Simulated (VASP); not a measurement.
# Zn16SeS15 (a cell with a defect) (Wurtzite-2H) in VASP: electric field gradients with PBE

Aim: the electric field gradients of Zn16SeS15 (a cell with a defect) (Wurtzite-2H) with PBE.

Everything below comes from runs of VASP 6.6.1. Logs are shortened: lines on timing, memory, paths and dates and some standing lists are left out, and cuts for length are marked.

## Step 1: The crystal as given

The cell holds a defect, 32 atoms: a = 7.622 Å, b = 7.622 Å, c = 12.468 Å, α = 90.00°, β = 90.00°, γ = 120.00°.

## Step 2: Electric field gradients, PBE

File INCAR:

```
SYSTEM = Zn16SeS15
PREC = Accurate
ENCUT = 520
EDIFF = 1E-8
ISMEAR = -1
SIGMA = 0.01
LREAL = Auto
LASPH = .True.
NELM = 100
ALGO = Fast
ISIF = 2
LWAVE = .False.
LCHARG = .False.
GGA = PE
LEFG = .True.
NBANDS = 166
```

File KPOINTS:

```
regular mesh
0
Gamma
  3 3 2
  0 0 0
```

File POSCAR:

```
Zn16SeS15
1.0
    7.6220000000      0.0000000000      0.0000000000
   -3.8110000000      6.6008456276      0.0000000000
    0.0000000000      0.0000000000     12.4680000000
Zn Se S
16 1 15
Direct
    0.1666666666      0.3333333334      0.0000000000
    0.1666666666      0.3333333334      0.5000000000
    0.1666666666      0.8333333334      0.0000000000
    0.1666666666      0.8333333334      0.5000000000
    0.6666666666      0.3333333334      0.0000000000
    0.6666666666      0.3333333334      0.5000000000
    0.6666666666      0.8333333334      0.0000000000
    0.6666666666      0.8333333334      0.5000000000
    0.3333333334      0.1666666666      0.2500000000
    0.3333333334      0.1666666666      0.7500000000
    0.3333333334      0.6666666666      0.2500000000
    0.3333333334      0.6666666666      0.7500000000
    0.8333333334      0.1666666666      0.2500000000
    0.8333333334      0.1666666666      0.7500000000
    0.8333333334      0.6666666666      0.2500000000
    0.8333333334      0.6666666666      0.7500000000
    0.1666666666      0.3333333334      0.1925000000
    0.1666666666      0.3333333334      0.6925000000
    0.1666666666      0.8333333334      0.1925000000
    0.1666666666      0.8333333334      0.6925000000
    0.6666666666      0.3333333334      0.1925000000
    0.6666666666      0.3333333334      0.6925000000
    0.6666666666      0.8333333334      0.1925000000
    0.6666666666      0.8333333334      0.6925000000
    0.3333333334      0.1666666666      0.4425000000
    0.3333333334      0.1666666666      0.9425000000
    0.3333333334      0.6666666666      0.4425000000
    0.3333333334      0.6666666666      0.9425000000
    0.8333333334      0.1666666666      0.4425000000
    0.8333333334      0.1666666666      0.9425000000
    0.8333333334      0.6666666666      0.4425000000
    0.8333333334      0.6666666666      0.9425000000
```

Potentials or basis: VASP PAW PBE potentials, release 64 (Zn, Se, S).

Run with:

```bash
$ cat potpaw_PBE.64/Zn/POTCAR potpaw_PBE.64/Se/POTCAR potpaw_PBE.64/S/POTCAR > POTCAR
$ mpirun -np 1 vasp_std > vasp.out
```

OUTCAR:

```text
SYSTEM = Zn16SeS15
   PREC = Accurate
   ENCUT = 520
   EDIFF = 1E-8
   ISMEAR = -1
   LREAL = Auto
   LASPH = .True.
   NELM = 100
   ISIF = 2
   GGA = PE

 ion  position               nearest neighbor table
   1  0.167  0.333  0.000-  28 2.31  30 2.31  26 2.31  17 2.40
   2  0.167  0.333  0.500-  27 2.31  29 2.31  25 2.31  18 2.40
   3  0.167  0.833  0.000-  26 2.31  32 2.31  28 2.31  19 2.40
   4  0.167  0.833  0.500-  25 2.31  31 2.31  27 2.31  20 2.40
   5  0.667  0.333  0.000-  32 2.31  26 2.31  30 2.31  21 2.40
   6  0.667  0.333  0.500-  31 2.31  25 2.31  29 2.31  22 2.40
[... 24 lines left out ...]
  31  0.833  0.667  0.443-   6 2.31   4 2.31   8 2.31  15 2.40
  32  0.833  0.667  0.943-   5 2.31   3 2.31   7 2.31  16 2.40

  LATTYP: Found a hexagonal cell.
 ALAT       =     7.6220000000
 C/A-ratio  =     1.6357911309

  Lattice vectors:

 A1 = (   7.6220000000,   0.0000000000,   0.0000000000)
 A2 = (  -3.8110000000,   6.6008456276,   0.0000000000)
 A3 = (   0.0000000000,   0.0000000000,  12.4680000000)

Analysis of symmetry for initial positions (statically):
=====================================================================
 Subroutine PRICEL returns:
 Original cell was already a primitive cell.

 Routine SETGRP: Setting up the symmetry group for a
 hexagonal supercell.

 Subroutine GETGRP returns: Found  6 space group operations
 (whereof  2 operations were pure point group operations)
 out of a pool of 24 trial point group operations.

The static configuration has the point symmetry C_1h.
 The point group associated with its full space group is C_3v.

Analysis of symmetry for dynamics (positions and initial velocities):
=====================================================================
 Subroutine PRICEL returns:
 Original cell was already a primitive cell.

 Routine SETGRP: Setting up the symmetry group for a
 hexagonal supercell.

 Subroutine GETGRP returns: Found  6 space group operations
 (whereof  2 operations were pure point group operations)
 out of a pool of 24 trial point group operations.

The dynamic configuration has the point symmetry C_1h.
 The point group associated with its full space group is C_3v.

 Subroutine INISYM returns: Found  6 space group operations
 (whereof  2 operations are pure point group operations),
 and found     1 'primitive' translations

----------------------------------------------------------------------------------------

                                     Primitive cell

  volume of cell :     627.2856

  direct lattice vectors                    reciprocal lattice vectors
     7.622000000  0.000000000  0.000000000     0.131199160  0.075747871  0.000000000
    -3.811000000  6.600845628  0.000000000     0.000000000  0.151495741  0.000000000
     0.000000000  0.000000000 12.468000000     0.000000000  0.000000000  0.080205326

  length of vectors
     7.622000000  7.622000000 12.468000000     0.151495741  0.151495741  0.080205326

  position of ions in fractional coordinates (direct lattice)
     0.166666667  0.333333333  0.000000000
     0.166666667  0.333333333  0.500000000
     0.166666667  0.833333333  0.000000000
     0.166666667  0.833333333  0.500000000
     0.666666667  0.333333333  0.000000000
     0.666666667  0.333333333  0.500000000
[... 24 lines left out ...]
     0.833333333  0.666666667  0.442500000
     0.833333333  0.666666667  0.942500000

  ion indices of the primitive-cell ions
   primitive index   ion index
                 1           1
                 2           2
                 3           3
                 4           4
                 5           5
                 6           6
[... 24 lines left out ...]
                31          31
                32          32

----------------------------------------------------------------------------------------

 KPOINTS: regular mesh

Automatic generation of k-mesh.
 Grid dimensions read from file:
 generate k-points for:    3    3    2

[... 50 lines left out ...]
   ISIF   =      2    stress and relaxation
   ISYM   =      2    0-nonsym 1-usesym 2-fastsym
   POTIM  = 0.5000    time-step for ionic-motion
   TEBEG  =    0.0;   TEEND  =   0.0 temperature during run
   PSTRESS=    0.0 pullay stress
   NELECT =     288.0000    total number of electrons
   NUPDOWN=      -1.0000    fix difference up-down
   EMIN   =  10.00;   EMAX   =-10.00  energy-range for DOS
   EFERMI =   0.00;   METHOD = LEGACY
   ISMEAR =    -1;   SIGMA  =   0.01  broadening in eV -4-tet -1-fermi 0-gaus
   EFERMI_NEDOS =   21; number of points for ismear=-14 and -15
   IALGO  =     68    algorithm
   IMIX   =      4    mixing-type and parameters
     AMIX     =   0.40;   BMIX     =  1.00
     AMIX_MAG =   1.60;   BMIX_MAG =  1.00
  volume/ion in A,a.u.               =      19.60       132.29
  Fermi-wavevector in a.u.,A,eV,Ry     =   1.262943  2.386617 21.701647  1.595026
  Thomas-Fermi vector in A             =   2.396326
   LORBIT       =      0    0 simple, 1 ext, 2 COOP (PROOUT), +10 PAW based schemes
   GGA     = PE    functional components
   LHFCALC =     F    Hartree Fock is set to
   AEXX    =    0.0000 exact exchange contribution
   IVDW    =     0    specifies the selected vdW correction
   LEPSILON=     F    determine dielectric tensor
   LRPA    =     F    only Hartree local field effects (RPA)
 non-spin polarized calculation
 RMM-DIIS sequential band-by-band and
  energy-cutoff  :      520.00
  volume of cell :      627.29
 maximum number of plane-waves:     16944
 NGX is ok and might be reduce to    60
   NGX = 29   NGY = 29   NGZ = 47

 number of electron     287.9999996 magnetization

 Free energy of the ion-electron system (eV)
  ---------------------------------------------------
  ext. energy  EPLUGINS =         0.00000000
  ---------------------------------------------------
  free energy    TOTEN  =      -108.07262536 eV

  energy without entropy =     -108.07262536  energy(sigma->0) =     -108.07262536

 E-fermi :   2.4665     XC(G=0):  -9.6736

 val. band max:        2.2161845585   @ k =   0.0000   0.0000   0.0000
 cond. band min:       4.4552120729   @ k =   0.0000   0.0000   0.0000
 fundamental gap:      2.2390275144
 Fermi energy:         2.4665296408

 k-point     1 :       0.0000    0.0000    0.0000
  band No.  band energies     occupation
      1     -11.0899      2.00000
      2     -10.7036      2.00000
      3     -10.5869      2.00000
      4     -10.2777      2.00000
      5     -10.0823      2.00000
      6     -10.0724      2.00000
[... 943 lines left out ...]
    155       7.2116      0.00000
    156       7.2152      0.00000
 [bands above 156 left out]

------------------------ aborting loop because EDIFF is reached ----------------------------------------

  FORCE on cell =-STRESS in cart. coord.  units (eV):
  Direction    XX          YY          ZZ          XY          YZ          ZX
  --------------------------------------------------------------------------------------
  -------------------------------------------------------------------------------------
  Total       16.0318715     16.0318715      7.2643461      0.0000000     -0.0000000     -0.0000000
  in kB       40.9476981     40.9476981     18.5541813      0.0000000     -0.0000000     -0.0000000
  external PRESSURE =      33.4831925 kB  Pullay stress =       0.0000000 kB

 VOLUME and BASIS-vectors are now :
 -----------------------------------------------------------------------------
  energy-cutoff  :      520.00
  volume of cell :      627.29
      direct lattice vectors                 reciprocal lattice vectors
     7.622000000  0.000000000  0.000000000     0.131199160  0.075747871  0.000000000
    -3.811000000  6.600845628  0.000000000     0.000000000  0.151495741  0.000000000
     0.000000000  0.000000000 12.468000000     0.000000000  0.000000000  0.080205326

 POSITION                                       TOTAL-FORCE (eV/Angst)
 -----------------------------------------------------------------------------------
     -0.00000      2.20028      0.00000         0.000000      0.000000     -0.304778
     -0.00000      2.20028      6.23400         0.000000      0.000000      0.343147
     -1.90550      5.50070      0.00000         0.003079      0.001778      0.317269
     -1.90550      5.50070      6.23400         0.003039      0.001754      0.330065
      3.81100      2.20028      0.00000         0.000000     -0.003556      0.317269
      3.81100      2.20028      6.23400         0.000000     -0.003509      0.330065
[... 24 lines left out ...]
      3.81100      4.40056      5.51709         0.000000      0.000000     -0.326647
      3.81100      4.40056     11.75109         0.000000      0.000000     -0.317878
 -----------------------------------------------------------------------------------
    total drift:                               -0.000005     -0.000003      0.031062

  FREE ENERGIE OF THE ION-ELECTRON SYSTEM (eV)
  ---------------------------------------------------
  free  energy   TOTEN  =      -108.0726253592 eV

  energy  without entropy=     -108.0726253592  energy(sigma->0) =     -108.07262536

 Electric field gradients (V/A^2)
---------------------------------------------------------------------
 ion       V_xx      V_yy      V_zz      V_xy      V_xz      V_yz
---------------------------------------------------------------------
   1      -3.556    -3.557     7.113    -0.001     0.000    -0.000
   2      -9.691    -9.692    19.383    -0.001     0.000    -0.000
   3      -9.730    -9.753    19.483     0.018    -0.019    -0.011
   4      -9.664    -9.659    19.323    -0.006    -0.060    -0.035
   5      -9.763    -9.720    19.483    -0.001     0.000     0.021
   6      -9.655    -9.668    19.323    -0.001     0.000     0.069
[... 24 lines left out ...]
  31       2.630     2.629    -5.259    -0.000     0.000    -0.000
  32       2.735     2.734    -5.469    -0.000     0.000    -0.000
---------------------------------------------------------------------

 Electric field gradients after diagonalization (V/A^2)
 (convention: |V_zz| > |V_xx| > |V_yy|)
----------------------------------------------------------------------
 ion       V_xx      V_yy      V_zz     asymmetry (V_yy - V_xx)/ V_zz
----------------------------------------------------------------------
   1      -3.557    -3.556     7.113       0.000
   2      -9.692    -9.690    19.383       0.000
   3      -9.763    -9.720    19.483       0.002
   4      -9.668    -9.655    19.324       0.001
   5      -9.763    -9.720    19.483       0.002
   6      -9.668    -9.655    19.324       0.001
[... 24 lines left out ...]
  31       2.630     2.629    -5.259       0.000
  32       2.735     2.734    -5.469       0.000
----------------------------------------------------------------------

           NMR quadrupolar parameters

 Cq : quadrupolar parameter    Cq=e*Q*V_zz/h
 eta: asymmetry parameters     (V_yy - V_xx)/ V_zz
 Q  : nuclear electric quadrupole moment in mb (millibarn)
----------------------------------------------------------------------
 ion       Cq(MHz)       eta       Q (mb)
----------------------------------------------------------------------
   1       0.017       0.000       1.000
   2       0.047       0.000       1.000
   3       0.047       0.002       1.000
   4       0.047       0.001       1.000
   5       0.047       0.002       1.000
   6       0.047       0.001       1.000
[... 24 lines left out ...]
  31      -0.013       0.000       1.000
  32      -0.013       0.000       1.000
----------------------------------------------------------------------
```

Wall time 28 min (1 thread of AMD EPYC 9R45 (Zen 5), shared host); peak memory 0.95 GiB.

What came out:

```yaml
Free_energy: -108.0726 eV
Pressure: 3.3 GPa
Largest_force: 1.019 eV/Å
Band_gap_on_the_k_mesh: 2.24 eV, direct
```

Forces on the atoms (eV/Å):
```
Zn   0.000  0.000 -0.305
Zn   0.000  0.000  0.343
Zn   0.003  0.002  0.317
Zn   0.003  0.002  0.330
Zn   0.000 -0.004  0.317
Zn   0.000 -0.004  0.330
Zn  -0.003  0.002  0.317
Zn  -0.003  0.002  0.330
Zn   0.718 -0.414  0.593
Zn   0.006 -0.003  0.326
Zn   0.000  0.829  0.593
Zn   0.000  0.007  0.326
Zn  -0.718 -0.414  0.593
Zn  -0.006 -0.003  0.326
Zn   0.000  0.000  0.329
Zn   0.000  0.000  0.318
Se   0.000  0.000 -0.520
S    0.000  0.000 -0.325
S    0.013  0.008 -0.313
S   -0.003 -0.002 -0.324
S    0.000 -0.015 -0.313
S    0.000  0.004 -0.324
S   -0.013  0.008 -0.313
S    0.003 -0.002 -0.324
S    0.026 -0.015 -0.290
S    0.021 -0.012 -0.371
S    0.000  0.030 -0.290
S    0.000  0.024 -0.371
S   -0.026 -0.015 -0.290
S   -0.021 -0.012 -0.371
S    0.000  0.000 -0.327
S    0.000  0.000 -0.318
```

Stress tensor (GPa, compression positive):
```
4.09 0.00 0.00
0.00 4.09 0.00
0.00 0.00 1.86
```

Electric field gradients, principal values (V/Å²):
```tsv
atom	Vxx	Vyy	Vzz
1 Zn	-3.556	-3.557	7.113
2 Zn	-9.690	-9.692	19.383
3 Zn	-9.720	-9.763	19.483
4 Zn	-9.655	-9.668	19.324
5 Zn	-9.720	-9.763	19.483
6 Zn	-9.655	-9.668	19.324
7 Zn	-9.719	-9.764	19.483
8 Zn	-9.657	-9.667	19.324
9 Zn	-3.601	-21.260	24.861
10 Zn	-9.608	-9.647	19.255
11 Zn	-3.599	-21.261	24.861
12 Zn	-9.609	-9.646	19.255
13 Zn	-3.599	-21.261	24.861
14 Zn	-9.609	-9.646	19.255
15 Zn	-9.623	-9.625	19.248
16 Zn	-9.777	-9.778	19.555
17 Se	2.159	2.160	-4.319
18 S	2.530	2.531	-5.061
19 S	0.334	3.946	-4.280
20 S	2.660	2.672	-5.332
21 S	0.334	3.946	-4.280
22 S	2.660	2.672	-5.332
23 S	0.333	3.947	-4.280
24 S	2.659	2.673	-5.332
25 S	2.885	3.197	-6.082
26 S	2.507	3.418	-5.925
27 S	2.886	3.196	-6.082
28 S	2.506	3.419	-5.925
29 S	2.886	3.196	-6.082
30 S	2.506	3.419	-5.925
31 S	2.629	2.630	-5.259
32 S	2.734	2.735	-5.469
```

As with any semilocal functional, this PBE gap is likely too small.
